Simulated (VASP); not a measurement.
Output of a VASP run:

File OSZICAR:
```
       N       E                     dE             d eps       ncg     rms          rms(c)
DAV:   1    -0.388718260375E+03   -0.38872E+03   -0.12572E+01   648   0.801E+00    0.193E+01
DAV:   2    -0.388815059614E+03   -0.96799E-01   -0.30363E-01   740   0.119E+00    0.125E+01
DAV:   3    -0.388802172001E+03    0.12888E-01   -0.13712E-02   704   0.214E-01    0.747E+00
DAV:   4    -0.388796093290E+03    0.60787E-02   -0.22557E-03   700   0.914E-02    0.433E+00
DAV:   5    -0.388793939167E+03    0.21541E-02   -0.74323E-04   708   0.547E-02    0.247E+00
DAV:   6    -0.388793198963E+03    0.74020E-03   -0.29553E-04   724   0.343E-02    0.141E+00
DAV:   7    -0.388792962703E+03    0.23626E-03   -0.98216E-05   692   0.193E-02    0.800E-01
DAV:   8    -0.388792885599E+03    0.77103E-04   -0.31784E-05   484   0.113E-02    0.457E-01
DAV:   9    -0.388792865224E+03    0.20376E-04   -0.13629E-05   396   0.768E-03    0.259E-01
DAV:  10    -0.388792861456E+03    0.37673E-05   -0.51814E-06   380   0.480E-03
   1 F= -.38879286E+03 E0= -.38879286E+03  d E =-.478424E-07  mag=     1.0000
```

File OUTCAR:
```
------------------------ aborting loop because EDIFF is reached ----------------------------------------
  volume of cell :     1308.29
      direct lattice vectors                 reciprocal lattice vectors
    10.937074700  0.000000000  0.000000000     0.091432127  0.000000000  0.000000000
     0.000000000 10.937074700  0.000000000     0.000000000  0.091432127  0.000000000
     0.000000000  0.000000000 10.937074700     0.000000000  0.000000000  0.091432127
 POSITION                                       TOTAL-FORCE (eV/Angst)
 -----------------------------------------------------------------------------------
      5.46916     10.93457     10.93392         0.009903     -0.005661      0.005177
      6.83924      1.37717      1.37812        -0.015125     -0.008241     -0.012988
      8.20380      2.73654     10.93649         0.000021      0.001248     -0.002209
      9.55942      4.09658      1.37306         0.002136      0.023678      0.000350
      8.20333     10.93632      2.73806         0.001582     -0.007444     -0.003060
      9.55821      1.37290      4.09845         0.006105     -0.000334      0.014497
     10.93666     10.93337     10.93546        -0.003516      0.002381      0.008867
      1.37114      1.37006      1.37134         0.000798     -0.004026     -0.004146
      2.73869      2.73750     10.92021         0.000669     -0.002108      0.004769
      4.09730      4.09581      1.36331         0.014446      0.013095     -0.001091
      5.46474      5.46199     10.92974        -0.003847     -0.002480     -0.011515
      6.83870      6.83713      1.36660        -0.012028     -0.006619     -0.004050
      8.20533      8.20313     10.92343         0.000875      0.005147      0.006585
      9.56712      9.56659      1.36764         0.003577     -0.002543     -0.002417
      2.73906     10.92017      2.73954        -0.003594     -0.002019     -0.008357
      4.09885      1.36147      4.09776         0.011097      0.004838      0.010269
      5.44952      2.73649      2.73761        -0.023834     -0.006484     -0.009434
      6.89319      4.03197      4.03080        -0.056625      0.045600      0.048862
      8.20566      5.47038      2.73879         0.002004     -0.000043      0.010733
      9.56838      6.83428      4.09902         0.000539     -0.007045      0.011881
      5.46517     10.92862      5.46446        -0.004665     -0.018347      0.001977
      6.83951      1.36596      6.83886        -0.011184     -0.003696     -0.008101
      8.20338      2.73969      5.46940         0.015209     -0.002366      0.014924
      9.56698      4.09718      6.83485         0.002163      0.017455     -0.010269
      8.20595     10.92250      8.20623        -0.001861      0.003149     -0.009211
      9.56868      1.36613      9.56816        -0.000403      0.001408     -0.001442
     10.93493      5.46782     10.93408        -0.005124      0.009916      0.003531
      1.37758      6.83841      1.37733        -0.010102     -0.011129     -0.013660
      2.73817      8.20232     10.93627         0.003788     -0.000570     -0.005357
      4.09773      9.55932      1.37225         0.023811     -0.001719      0.000530
     10.92143      2.73771      2.73956        -0.003640      0.001165     -0.007230
      1.36517      4.09636      4.09714        -0.000377      0.004097      0.015239
      2.73584      5.44771      2.73529         0.006439     -0.010216     -0.006390
      4.03050      6.89613      4.02538         0.040003     -0.064811      0.061832
      5.47175      8.20600      2.73760         0.005677      0.004924      0.003659
      6.83657      9.56695      4.09882        -0.015216     -0.000415      0.014210
     10.93440     10.93449      5.46869        -0.002198     -0.005397      0.018240
      1.37812      1.37694      6.83878        -0.011506     -0.010304     -0.012289
      2.73783      2.73471      5.44880        -0.005709     -0.000198     -0.017251
      4.03050      4.02718      6.89606         0.043982      0.053417     -0.058370
      6.93479      6.93383      6.93354         0.012148      0.017684      0.017519
      8.21624      8.21464      5.45334         0.011685      0.009304      0.015338
      9.56551      9.56284      6.83814         0.000637      0.006900     -0.024781
      2.73795     10.93596      8.20320         0.004828     -0.008290     -0.005715
      4.09863      1.37257      9.55834         0.014105     -0.004058      0.004388
      5.47146      2.73812      8.20556         0.006188      0.000871      0.002172
      6.83659      4.09723      9.56700        -0.013089      0.016175      0.000064
      8.21456      5.45300      8.21409         0.018792      0.007171      0.013455
      9.56439      6.83621      9.56321         0.008477     -0.021599      0.002803
     10.93693      8.20251      2.73807        -0.009372      0.000527     -0.002524
      1.37268      9.55841      4.09825         0.000380      0.005766      0.014114
     10.93111      5.46182      5.46331        -0.017574     -0.000965      0.002327
      1.36862      6.83658      6.83696        -0.005023     -0.007690     -0.009561
      2.73974      8.20424      5.46862         0.007841      0.002025      0.009984
      4.09844      9.56592      6.83489         0.015552      0.003809     -0.008677
     10.93702      2.73686      8.20316        -0.010966      0.000599     -0.004177
      1.37298      4.09682      9.55891         0.000000      0.022092      0.000211
      2.73900      5.46974      8.20572         0.014881     -0.005961     -0.005272
      4.09947      6.83380      9.56742         0.015614     -0.000656      0.003046
      5.45403      8.21428      8.21492         0.005168      0.005550      0.007352
      6.83735      9.56249      9.56433        -0.019531      0.013771      0.004938
     10.92626      8.20281      8.20425        -0.001337      0.001545     -0.003490
...
```
(Selected blocks of OUTCAR.)

### POSCAR
```
SSi63
1
   10.9370747000     0.0000000000     0.0000000000
    0.0000000000    10.9370747000     0.0000000000
    0.0000000000     0.0000000000    10.9370747000
Si S
63 1
Direct
  0.5000572396   0.9997711569   0.9997111325
  0.6253258549   0.1259178768   0.1260043089
  0.7500910333   0.2502081104   0.9999469621
  0.8740378188   0.3745591860   0.1255417018
  0.7500479281   0.9999313406   0.2503463972
  0.8739278744   0.1255271876   0.3747304258
  0.9999619403   0.9996609057   0.9998523405
  0.1253660240   0.1252673172   0.1253846774
  0.2504038792   0.2502954186   0.9984577366
  0.3746250855   0.3744890634   0.1246506112
  0.4996532010   0.4994018188   0.9993294878
  0.6252771504   0.6251330994   0.1249511616
  0.7502305096   0.7500292471   0.9987520174
  0.8747420934   0.8746932739   0.1250462757
  0.2504380047   0.9984547731   0.2504821537
  0.3747664755   0.1244819560   0.3746665505
  0.4982616056   0.2502033625   0.2503058287
  0.6302589690   0.3686516652   0.3685443582
  0.7502607620   0.5001688097   0.2504135680
  0.8748576625   0.6248723721   0.3747820478
  0.4996923930   0.9992266786   0.4996275066
  0.6253506765   0.1248929631   0.6252912622
  0.7500520319   0.2504958225   0.5000789838
  0.8747294152   0.3746136505   0.6249246614
  0.7502871075   0.9986672771   0.7503134747
  0.8748844265   0.1249077195   0.8748374671
  0.9998040108   0.4999344066   0.9997265079
  0.1259551296   0.6252499893   0.1259326517
  0.2503570516   0.7499557191   0.9999266779
  0.3746640166   0.8740288940   0.1254678833
  0.9985691268   0.2503142341   0.2504838798
  0.1248207866   0.3745388807   0.3746104797
  0.2501436233   0.4980959950   0.2500933443
  0.3685172896   0.6305275974   0.3680486506
  0.5002937464   0.7502923167   0.2503044283
  0.6250821936   0.8747261490   0.3747636309
  0.9997557704   0.9997634230   0.5000136487
  0.1260045633   0.1258968924   0.6252844347
  0.2503258623   0.2500404401   0.4981949645
  0.3685167338   0.3682138679   0.6305210306
  0.6340629758   0.6339745520   0.6339487592
  0.7512283631   0.7510816534   0.4986102580
  0.8745945777   0.8743504023   0.6252253116
  0.2503362204   0.9998983198   0.7500362032
  0.3747467707   0.1254968047   0.8739395361
  0.5002672286   0.2503516933   0.7502520057
  0.6250837716   0.3746185640   0.8747314595
  0.7510747715   0.4985792745   0.7510314604
  0.8744924868   0.6250490587   0.8743848752
  0.9999871723   0.7499727686   0.2503472683
  0.1255072790   0.8739459701   0.3747114848
  0.9994549204   0.4993858264   0.4995224774
  0.1251354467   0.6250829081   0.6251174309
  0.2504998437   0.7501313063   0.5000077468
  0.3747294198   0.8746325931   0.6249284645
  0.9999951252   0.2502366103   0.7500324947
  0.1255345657   0.3745808626   0.8739911020
  0.2504328416   0.5001101272   0.7502667740
  0.3748230589   0.6248291653   0.8747692410
  0.4986733090   0.7510494756   0.7511077273
  0.6251534670   0.8743186091   0.8744866178
  0.9990114146   0.7499999681   0.7501324161
  0.1250813673   0.8746931423   0.8747446425
  0.4949525357   0.4945514864   0.4949439307
```

Problem. Write an INCAR and KPOINTS that could have produced this output.

Solution. One answer among several that fit: the input of the run itself, HSE06 screened hybrid, plane waves, VASP's PBE PAW potentials (set 64).

INCAR:
```
NUPDOWN = 1
LHFCALC = .True.
PRECFOCK = Fast
LASPH = .True.
MAGMOM = 64*0.0156
HFSCREEN = 0.2   # 1/Angstrom
ISMEAR = 0
NELM = 50
ENCUT = 400
LREAL = Auto   # projection in real space or not
GGA = PE   # PBE
SIGMA = 0.05
AEXX = 0.25
NELMIN = 4
NELECT = 259.0
LCHARG = .False.
ISYM = 0
SYSTEM = SSi63
EDIFF = 1E-5   # SCF stop (eV)
ISPIN = 2
ISIF = 0
PREC = Normal
LWAVE = .False.
LORBIT = 10
ALGO = Normal
```

KPOINTS:
```
Regular mesh
0
gamma
1 1 1
```

POTCAR, in this order: Si S (PBE.64 set). Program: vasp_gam. Read from the step before: WAVECAR.

The cell is charged, with a uniform compensating background. The supercell is sampled at Γ alone, which is coarse: total energies, pressure and levels can be off, energies of defects by several tenths of an eV.

The cell is a supercell with a defect, built from Si (diamond): S_Si, charge -1. The cell's shape comes from a PBE relaxation.
